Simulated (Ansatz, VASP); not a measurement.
# Cross-check of SnTe between VASP and Ansatz

One calculation is typed for both programs; each brings its own data sets. How far apart do they land? The cell is taken from a series of runs on this material, whose earlier steps may have relaxed, scaled, displaced or heated it; both programs get it as it stands.

Method: plane waves, with VASP 6.6.1 beside it; zone-centre phonons at LDA, in Ansatz 0.2.0.

## Step 1: The starting structure

The structure is trigonal, space group R-3m (No. 166). Conventional cell: a = 4.321 Å, b = 4.321 Å, c = 11.028 Å, α = 90.00°, β = 90.00°, γ = 120.00°. Nearest to Sn lie 6 Te at 3.10 Å. Te has 6 Sn at 3.10 Å nearest. Farther neighbours and most contacts between anions are not listed.

## Step 2: Ansatz: zone-centre phonons, LDA

Ansatz runs on its PAW soft_1 files.

Second derivatives magnify differences that forces hide, and they need a tight electronic threshold.

Contents of input.yaml:

```yaml
crystal:
  lattice:
    - [0.0852754832, 3.1407638066, 3.1407638066]
    - [3.1407638066, 0.0852754832, 3.1407638066]
    - [3.1407638066, 3.1407638066, 0.0852754832]
  atoms:
    - { symbol: Sn, position: [0.0, 0.0, 0.0] }
    - { symbol: Te, position: [0.5, 0.5, 0.5] }
kpoints:
  mp_grid: { grid: [12, 12, 12] }
hamiltonian:
  xc: lda
  pseudopotentials: { kind: paw, azcp: { folder: soft_1 }, xc_functional: pbe }
scf:
  occupations: { method: gaussian, width: 0.01 }
output:
  eigenvalues: true
phonons:
  method: dfpt
```

Launch:

```
ansatz run input.yaml --threads 4 --pin off --max-ram 10240MiB --backend cpu --events-out ev --progress --plain --runs-dir out
```

Numbers of over 12 decimals in the logs are rounded to 6 here.

Log:

```text
Engine: ansatz 0.2.0, aarch64-unknown-linux-gnu
Pseudopotentials: kind: paw
Pseudopotential: Sn, paw, valence charge 14, recommended cutoff 420 eV (normal), soft_1/Sn.paw.azcp
Pseudopotential: Te, paw, valence charge 16, recommended cutoff 420 eV (normal), soft_1/Te.paw.azcp
Functional definition: SPW92
  exchange = slater_x
  correlation = pw_c
Crystal: 2 atoms, lattice volume = 59.441 Å³
Basis set: ecut = 420 eV, 1183 PW (Γ), exchange–correlation on 60×60×60 points (8 copies of the dense FFT grid, shifted against one another)
Bands: 19, of which v1, the nominal top of the filled ones, is band 15 counted from 1 (14 counted from 0)
Symmetry: 12 space group operations
k-points: 476 of 1728 (irreducible under 2 space group operations, time reversal used)
Non-local potential: Sn, projectors of the file, l = 0: 2, l = 1: 2, l = 2: 2, l = 3: 1
Non-local potential: Te, projectors of the file, l = 0: 2, l = 1: 2, l = 2: 2, l = 3: 1
PAW form: soft (Blöchl's): semilocal exchange-correlation on the pseudo side does not see the compensation charge
PAW frozen core: Sn, regenerated for the run's functional, and the local potential with it (the file was generated under x = pbe(κ = 0.804, μ = 0.219515), c = pbe(β = 0.066725))
PAW frozen core: Te, regenerated for the run's functional, and the local potential with it (the file was generated under x = pbe(κ = 0.804, μ = 0.219515), c = pbe(β = 0.066725))
PAW one-centre angular grid: Sn, 590 points (default); XC on 64 Gauss nodes
PAW one-centre angular grid: Te, 590 points (default); XC on 64 Gauss nodes
Initial density: superposition of atomic densities (chi_scale 0.1, normalization cell, long waves kept (reshape's long-wave potential 0.00 eV rms))
Initial wavefunctions: pseudopotential atomic-orbital guess
Functional: x = slater, c = lda
SCF iter   1: F=—  HF=-12707.412269 eV  |F-HF|=—  |Δ(HF+E_count)|=         —  Δρ=1.09e-2  dr2=7.18e-2  ethr=3.10e-3  ⟨swp⟩=7.6  Hψ=55197  notcnv=0
preconditioner: auto → none  [insulator: Δε(μ)=0.137 eV  Ē_g=8.931 eV  σ=0.010 eV  W_gap=0.83  n_scr=14 (ndim 8)  ℏωp=15.2 eV  f_vac=0.000  D(μ)=0.25/eV (n_scr^D=0)  ε∞_Penn≈3.9]
SCF iter   2: F=—  HF=-12707.400545 eV  |F-HF|=—  |Δ(HF+E_count)|=   1.17e-2  Δρ=5.12e-3  dr2=1.69e-2  ethr=2.39e-4  ⟨swp⟩=2.0  Hψ=15036  notcnv=0  defer=1
SCF iter   3: F=—  HF=-12707.399013 eV  |F-HF|=—  |Δ(HF+E_count)|=   1.53e-3  Δρ=3.71e-4  dr2=6.09e-5  ethr=5.64e-5  ⟨swp⟩=2.5  Hψ=13076  notcnv=0  defer=1
SCF iter   4: F=—  HF=-12707.399038 eV  |F-HF|=—  |Δ(HF+E_count)|=   2.43e-5  Δρ=1.18e-4  dr2=3.36e-6  ethr=2.03e-7  ⟨swp⟩=2.1  Hψ=16842  notcnv=0  defer=1
SCF iter   5: F=—  HF=-12707.399038 eV  |F-HF|=—  |Δ(HF+E_count)|=   8.81e-7  Δρ=3.42e-5  dr2=6.23e-7  ethr=1.12e-8  ⟨swp⟩=2.0  Hψ=13800  notcnv=0  defer=1
SCF iter   6: F=—  HF=-12707.399038 eV  |F-HF|=—  |Δ(HF+E_count)|=   6.20e-7  Δρ=4.54e-6  dr2=6.96e-9  ethr=2.08e-9  ⟨swp⟩=2.0  Hψ=13784  notcnv=0  defer=1
SCF iter   7: F=—  HF=-12707.399038 eV  |F-HF|=—  |Δ(HF+E_count)|=   3.77e-9  Δρ=5.67e-7  dr2=1.35e-10  ethr=2.32e-11  ⟨swp⟩=2.7  Hψ=17343  notcnv=0  defer=1
SCF iter   8: F=-12707.399038 eV  HF=-12707.399038 eV  |F-HF|=7.28e-12  |Δ(HF+E_count)|=  1.82e-12  Δρ=7.96e-8  dr2=3.43e-12  ethr=1.00e-12  ⟨swp⟩=7.3  Hψ=48817  notcnv=0
SCF 1 converged in 8 iterations: F = -12707.399038 eV  dr2 = 3.43e-12
  greatest PAW one-centre occupation: 0.999 electrons in one spin orbital (limit 2), on the Te atom at site 1 (counted from 0), in its partial waves of l = 2
DFPT response loops at Γ: preconditioner auto → Kerker (q_TF=auto, 2.434 Å⁻¹) (partly filled bands, converged f_vac=0.003); β = 1.00, the filter's whole step (`scf.mixing.beta` (0.50) is not read by the response loops under this deck's `scf.mixing.preconditioner`; to damp them name `kerker` or `kerker_dos`, under which they read `scf.mixing.beta`, and type it under 1.00, their step now; both keys bind the ground state too); Broyden in place of MSR1
SCF converged after 8 iterations
Free energy (F): -12707.399038 eV
Harris-Foulkes:  -12707.399038 eV  (|F-HF|=7.28e-12)
Internal energy: -12707.399025 eV  (E = F + TS)
E sigma→0 (E₀):  -12707.399032 eV
Entropy (-TS):   -0.000012 eV (-0.006 meV/atom)
Fermi energy:    10.167060 eV
--- Per-component energies (eV) ---
  E_band       = -340.434333
  E_kinetic    = 342.460417
  E_local      = -2613.081236  (includes V_loc(G=0)·N_el)
  E_nonlocal   = 221.520944
  E_hartree    = 1307.906391
  E_xc         = -247.939692
  E_vxc        = -184.762221  (∫ρ·V_xc dr)
  E_paw        = -8743.155798  (= ΣΔE_a)
  E_vpaw       = -722.385324  (= ΣTr[D̂ρ^β])
  E_aug_tail   = 0.000347  (compensation charges beyond the density's cutoff)
  E_ewald      = -2976.213933
  E_core_change = 1.103533  (= ΣΔE_core)
  E_smearing   = -0.000012  (= −TS)
  E_closure    = 0.000000  (closes the sum)
  Σ components = -12707.399038   (vs F -12707.399038, Δ=0.00e0)
--- Band table (eV; the first three rows and the last of 476) ---
  k-point 0: bands = [... 11 lower, 5.5022, 7.6305, 8.0496, 8.0496, 13.5290, 13.5290, 13.6530, 14.5900]
  k-point 1: bands = [... 11 lower, 5.1180, 7.6771, 8.0533, 8.2870, 13.1563, 13.1756, 13.2868, 14.7534]
  k-point 2: bands = [... 11 lower, 4.2906, 7.7408, 8.0705, 8.7612, 12.3799, 12.4497, 12.5609, 14.8889]
  k-point 475: bands = [... 11 lower, 1.3624, 8.4293, 8.4293, 10.3134, 10.5858, 10.6374, 10.6374, 17.8567]
--- Phonons (Γ-DFPT): 2 representative perturbations + reference, on 476 of 1728 k-points (Σ response iterations 6) ---
  k mesh reduced under 2 symmetry operations, with k and −k counted as one. Each operation leaves every solved perturbation unchanged. A smaller set is not used because it would not reduce the number of displacements times k-points to solve
  ASR residual: 9.793e-5 → 0.000e0 eV/Å²; symmetrization residual: 5.001e-6 eV/Å²
  ASR residual per site (eV/Å²): 9.79e-5 1.06e-5
  Γ frequencies (cm⁻¹): 0.00 0.00 0.00 25.35 49.35 49.35
  non-analytic LO–TO correction: not included (Born effective charges unavailable; polar crystals: no LO–TO splitting at Γ)
```

## Step 3: VASP: zone-centre phonons, LDA

The same cell, functional (in two slightly different forms), mesh and smearing now go to VASP, with its own data sets.

Lines of VASP's logs that name or quote its potential files are left out, and so is its time.

Contents of INCAR:

```
SYSTEM = SnTe
PREC = Accurate
ENCUT = 500
EDIFF = 1E-08
NELM = 120
ISMEAR = 0
SIGMA = 0.01
LREAL = .FALSE.
ALGO = Normal
GGA = PW92
NBANDS = 16
LORBIT = 11
LWAVE = .FALSE.
LCHARG = .FALSE.
ISIF = 2
IBRION = 8
LASPH = .TRUE.
GGA_COMPAT = .FALSE.
KPAR = 2
```

Contents of POSCAR:

```
SnTe
1.0
    0.0852754832      3.1407638066      3.1407638066
    3.1407638066      0.0852754832      3.1407638066
    3.1407638066      3.1407638066      0.0852754832
Sn Te
1 1
Direct
    0.0000000000      0.0000000000      0.0000000000
    0.5000000000      0.5000000000      0.5000000000
```

Contents of KPOINTS:

```
Automatic mesh
0
Gamma
12 12 12
0 0 0
```

PAW data sets: Sn_d and Te (LDA family, release 64).

Launch:

```
mpirun -np 2 vasp_std
```

Log:

```text
[banner, memory and clock lines left out]
running    2 mpi-ranks, on    1 nodes
 distrk:  each k-point on    1 cores,    2 groups
 distr:  one band on    1 cores,    1 groups

 POSCAR found type information on POSCAR SnTe
 POSCAR found :  2 types and       2 ions
|                                                                             |
|               ----> ADVICE to this user running VASP <----                  |
|                                                                             |
|     You enforced a specific xc type in the INCAR file but a different       |
|     [... a line on the potential file left out ...]
|     I HOPE YOU KNOW WHAT YOU ARE DOING!                                     |
|                                                                             |

 LDA part: xc-table for (Slater(with rela. corr.)+PW92), standard interpolation
 POSCAR, INCAR and KPOINTS ok, starting setup
 FFT: planning ... GRIDC
 FFT: planning ... GRID_SOFT
 FFT: planning ... GRID
 WAVECAR not read
 entering main loop
       N       E                     dE             d eps       ncg     rms          rms(c)
DAV:   1     0.122255746660E+03    0.12226E+03   -0.94970E+03  6112   0.143E+03
DAV:   2     0.139256693922E+01   -0.12086E+03   -0.11822E+03  6576   0.350E+02
DAV:   3    -0.859063767333E+01   -0.99832E+01   -0.99323E+01  7712   0.879E+01
DAV:   4    -0.885481835296E+01   -0.26418E+00   -0.26414E+00  7200   0.157E+01
DAV:   5    -0.886676560478E+01   -0.11947E-01   -0.11947E-01  9120   0.308E+00    0.519E+00
DAV:   6    -0.881784580603E+01    0.48920E-01   -0.98718E-02  8704   0.230E+00    0.326E+00
DAV:   7    -0.881309172706E+01    0.47541E-02   -0.39853E-02  8072   0.109E+00    0.628E-01
DAV:   8    -0.881208415837E+01    0.10076E-02   -0.68936E-03  7704   0.677E-01    0.151E-01
DAV:   9    -0.881212496254E+01   -0.40804E-04   -0.55632E-04  8504   0.224E-01    0.559E-02
DAV:  10    -0.881210283687E+01    0.22126E-04   -0.73494E-05  7824   0.798E-02    0.238E-02
DAV:  11    -0.881210322977E+01   -0.39290E-06   -0.20999E-05  8096   0.386E-02    0.130E-02
DAV:  12    -0.881210283291E+01    0.39687E-06   -0.20061E-06  7608   0.131E-02    0.771E-03
DAV:  13    -0.881210281233E+01    0.20582E-07   -0.34402E-07  8096   0.419E-03    0.321E-03
DAV:  14    -0.881210280764E+01    0.46830E-08   -0.25759E-08  7088   0.144E-03
   1 F= -.88121028E+01 E0= -.88120967E+01  d E =-.122688E-04
 Linear response reoptimize wavefunctions to high precision
DAV:   1    -0.881210280787E+01   -0.22465E-09   -0.85581E-10  5568   0.246E-04
DAV:   2    -0.881210280785E+01    0.21373E-10   -0.71408E-11  4144   0.890E-05
 Linear response DOF=           2
 Linear response progress:
  Degree of freedom:   1/  2
       N       E                     dE             d eps       ncg     rms          rms(c)
RMM:   1    -0.217441764333E+00   -0.21744E+00    0.35387E-01 18392   0.108E+01
RMM:   2    -0.222930152047E+00   -0.54884E-02   -0.11954E-02 27111   0.883E-01    0.863E-02
RMM:   3    -0.222793793160E+00    0.13636E-03   -0.92808E-04 29824   0.245E-01    0.455E-02
RMM:   4    -0.222543324631E+00    0.25047E-03   -0.84282E-05 29870   0.737E-02    0.835E-03
RMM:   5    -0.222542357464E+00    0.96717E-06   -0.76029E-06 30945   0.226E-02    0.379E-03
RMM:   6    -0.222549047506E+00   -0.66900E-05   -0.12612E-06 30486   0.777E-03    0.129E-03
RMM:   7    -0.222548889947E+00    0.15756E-06   -0.34044E-07 31253   0.305E-03    0.778E-04
RMM:   8    -0.222546526778E+00    0.23632E-05    0.18602E-07 30397   0.133E-03    0.206E-04
RMM:   9    -0.222546353549E+00    0.17323E-06    0.30533E-07 32104   0.605E-04    0.213E-04
RMM:  10    -0.222546140367E+00    0.21318E-06    0.38968E-07 31752   0.295E-04    0.177E-04
RMM:  11    -0.222546232070E+00   -0.91702E-07    0.40051E-07 33213   0.152E-04    0.346E-04
RMM:  12    -0.222545860813E+00    0.37126E-06    0.21052E-07 30186   0.990E-05    0.116E-04
RMM:  13    -0.222545723346E+00    0.13747E-06    0.10256E-07 31728   0.556E-05    0.234E-05
RMM:  14    -0.222545691002E+00    0.32344E-07    0.40944E-08 32494   0.306E-05    0.794E-06
RMM:  15    -0.222545653795E+00    0.37207E-07    0.25219E-08 30127   0.212E-05    0.178E-06
RMM:  16    -0.222545641395E+00    0.12400E-07    0.84894E-09 30163   0.158E-05    0.348E-06
RMM:  17    -0.222545645761E+00   -0.43655E-08    0.53352E-09 21347   0.127E-05    0.196E-07
 first order change of Fermi-energy   0.20778E-03
 force on displaced ion       1 direction 1 :  -0.467   0.134   0.134
 Linear response progress:
  Degree of freedom:   2/  2
       N       E                     dE             d eps       ncg     rms          rms(c)
RMM:   1    -0.478928952324E-01   -0.47893E-01    0.63090E-02 33156   0.901E-01
RMM:   2    -0.482492277008E-01   -0.35633E-03   -0.20659E-03 28740   0.227E-01    0.701E-02
RMM:   3    -0.483977305438E-01   -0.14850E-03   -0.16921E-04 29157   0.657E-02    0.502E-02
RMM:   4    -0.486239149033E-01   -0.22618E-03   -0.25900E-05 28718   0.325E-02    0.592E-03
RMM:   5    -0.486307418816E-01   -0.68270E-05   -0.11442E-06 29722   0.800E-03    0.308E-03
RMM:   6    -0.486320069244E-01   -0.12650E-05   -0.10231E-07 29247   0.230E-03    0.773E-04
RMM:   7    -0.486303751695E-01    0.16318E-05   -0.62587E-09 29926   0.487E-04    0.127E-04
RMM:   8    -0.486305144815E-01   -0.13931E-06   -0.45991E-08 28856   0.154E-04    0.410E-05
RMM:   9    -0.486305079855E-01    0.64959E-08    0.11811E-07 31366   0.552E-05    0.185E-05
RMM:  10    -0.486305389826E-01   -0.30997E-07    0.39100E-07 31536   0.180E-05    0.301E-06
RMM:  11    -0.486305198545E-01    0.19128E-07    0.12014E-08 29765   0.812E-06    0.812E-07
RMM:  12    -0.486305205735E-01   -0.71906E-09   -0.17262E-08 23427   0.566E-06    0.300E-07
 first order change of Fermi-energy  -0.29897E-03
 force on displaced ion       2 direction 1 :  -0.478   0.133   0.133
 Linear response finished
```

OUTCAR, selected parts (step 3):

```text
ion  position               nearest neighbor table
   1  0.000  0.000  0.000-   2 3.10   2 3.10   2 3.10   2 3.10   2 3.10   2 3.10
   2  0.500  0.500  0.500-   1 3.10   1 3.10   1 3.10   1 3.10   1 3.10   1 3.10

  LATTYP: Found a trigonal (rhomboedric) cell.
 ALAT       =     4.4425292892
 COS(alpha) =     0.5269569597

 Subroutine GETGRP returns: Found 12 space group operations
 (whereof 12 operations were pure point group operations)

The static configuration has the point symmetry D_3d.

 Found    189 irreducible k-points:

   k-points           NKPTS =    189   k-points in BZ     NKDIM =    189   number of bands    NBANDS=     16

   dimension x,y,z NGX =    32 NGY =   32 NGZ =   32
   dimension x,y,z NGXF=    64 NGYF=   64 NGZF=   64

   ENCUT  =  500.0 eV  36.75 Ry    6.06 a.u.   8.10  8.10  8.10*2*pi/ulx,y,z

   NELECT =      20.0000    total number of electrons

 k-points in reciprocal lattice and weights: Automatic mesh
   0.00000000  0.00000000  0.00000000       0.001
   0.08333333  0.00000000  0.00000000       0.003
   0.16666667  0.00000000  0.00000000       0.003
   0.25000000  0.00000000  0.00000000       0.003
   0.33333333  0.00000000  0.00000000       0.003
   0.41666667  0.00000000 -0.00000000       0.003
   0.50000000  0.00000000  0.00000000       0.002
   0.08333333  0.08333333  0.00000000       0.003
   0.16666667  0.08333333  0.00000000       0.007
[...]
-0.41666667  0.50000000  0.41666667       0.003
   0.50000000  0.50000000  0.50000000       0.001

 average (electrostatic) potential at core
       1 -99.7947       2 -88.1880

  Total        0.3998253      0.3998253      0.3998253     -0.1876232     -0.1876232     -0.1876232
  in kB       10.7770074     10.7770074     10.7770074     -5.0572499     -5.0572499     -5.0572499
  external PRESSURE =      10.7770074 kB  Pullay stress =       0.0000000 kB

  energy-cutoff  :      500.00
  volume of cell :       59.44
      direct lattice vectors                 reciprocal lattice vectors
     0.085275483  3.140763807  3.140763807    -0.165831720  0.161448209  0.161448209
     3.140763807  0.085275483  3.140763807     0.161448209 -0.165831720  0.161448209
     3.140763807  3.140763807  0.085275483     0.161448209  0.161448209 -0.165831720

 POSITION                                       TOTAL-FORCE (eV/Angst)
 -----------------------------------------------------------------------------------
      0.00000      0.00000      0.00000         0.000000      0.000000      0.000000
      3.18340      3.18340      3.18340        -0.000000     -0.000000     -0.000000
 -----------------------------------------------------------------------------------
    total drift:                                0.000000     -0.000000     -0.000000

 Eigenvectors and eigenvalues of the dynamical matrix
 ----------------------------------------------------

   1 f  =    1.551270 THz     9.746920 2PiTHz   51.744813 cm-1     6.415536 meV
             X         Y         Z           dx          dy          dz
      0.000000  0.000000  0.000000     0.114229    0.440067   -0.554296
      3.183402  3.183402  3.183402    -0.111085   -0.427954    0.539039

   2 f  =    1.551270 THz     9.746920 2PiTHz   51.744813 cm-1     6.415536 meV
             X         Y         Z           dx          dy          dz
      0.000000  0.000000  0.000000    -0.574096    0.385974    0.188123
      3.183402  3.183402  3.183402     0.558294   -0.375350   -0.182944

   3 f  =    0.902659 THz     5.671572 2PiTHz   30.109455 cm-1     3.733095 meV
             X         Y         Z           dx          dy          dz
      0.000000  0.000000  0.000000     0.409397    0.409397    0.409397
      3.183402  3.183402  3.183402    -0.407096   -0.407096   -0.407096

   4 f/i=    0.006355 THz     0.039928 2PiTHz    0.211972 cm-1     0.026281 meV
             X         Y         Z           dx          dy          dz
      0.000000  0.000000  0.000000     0.569073   -0.296424   -0.272649
      3.183402  3.183402  3.183402     0.585180   -0.304814   -0.280366

   5 f/i=    0.006355 THz     0.039928 2PiTHz    0.211972 cm-1     0.026281 meV
             X         Y         Z           dx          dy          dz
      0.000000  0.000000  0.000000     0.013727    0.485968   -0.499695
      3.183402  3.183402  3.183402     0.014115    0.499723   -0.513838

   6 f/i=    0.013751 THz     0.086397 2PiTHz    0.458669 cm-1     0.056868 meV
             X         Y         Z           dx          dy          dz
      0.000000  0.000000  0.000000     0.407096    0.407096    0.407096
      3.183402  3.183402  3.183402     0.409397    0.409397    0.409397

 ELASTIC MODULI CONTR FROM IONIC RELAXATION (kBar)
 Direction    XX          YY          ZZ          XY          YZ          ZX
 --------------------------------------------------------------------------------
 XX           0.0000      0.0000      0.0000      0.0000      0.0000      0.0000
 YY           0.0000      0.0000      0.0000      0.0000      0.0000      0.0000
 ZZ           0.0000      0.0000      0.0000      0.0000      0.0000      0.0000
 XY           0.0000      0.0000      0.0000      0.0000      0.0000      0.0000
 YZ           0.0000      0.0000      0.0000      0.0000      0.0000      0.0000
 ZX           0.0000      0.0000      0.0000      0.0000      0.0000      0.0000
 --------------------------------------------------------------------------------
```

## Step 4: Differences

Known differences besides the potentials themselves: the data sets hold 30 valence electrons in Ansatz (on its PAW soft_1 files) and 20 in VASP; the cutoff is 420 eV in Ansatz and 500 eV in VASP; VASP's log shows a relativistic correction to its local exchange, Ansatz's none. Total energies have different zeros and are not compared.

Compared:

| quantity | Ansatz | VASP | difference |
| --- | --- | --- | --- |
| optical mode 1 (cm⁻¹) | 25.4 | 30.1 | -4.8 |
| optical mode 2 to 3 (cm⁻¹) | 49.4 | 51.7 | -2.4 |

Modes are paired by rising frequency, not by their patterns, so a pair may set unlike modes beside each other; they are those without the splitting of longitudinal modes.

## Step 5: Summary of results

```json
{"r.m.s. difference of the optical zone-centre modes, each program's sorted by frequency (zone-centre phonons, LDA)": "3.4 cm⁻¹"}
```

In words: The r.m.s. difference of the optical zone-centre modes, each program's sorted by frequency is 3.4 cm⁻¹ (zone-centre phonons, LDA). The data sets hold unlike numbers of valence electrons (30 in Ansatz and 20 in VASP), so part of the differences comes from the potentials. How closely two codes agree says nothing of how well the functional describes the real material.

[Lines on the potential files, build, host, timing and source positions are cut from VASP's logs without a mark.]

[Logs are printed without paths, hosts, clocks, repeated set-up lines and the standing remarks that a program may print on its own settings, such as how far it seeks lower states.]

[Hosts, paths, dates, database ids (printed as entryN), source tags and the programs' standing remarks are cut or masked in the printed files.]
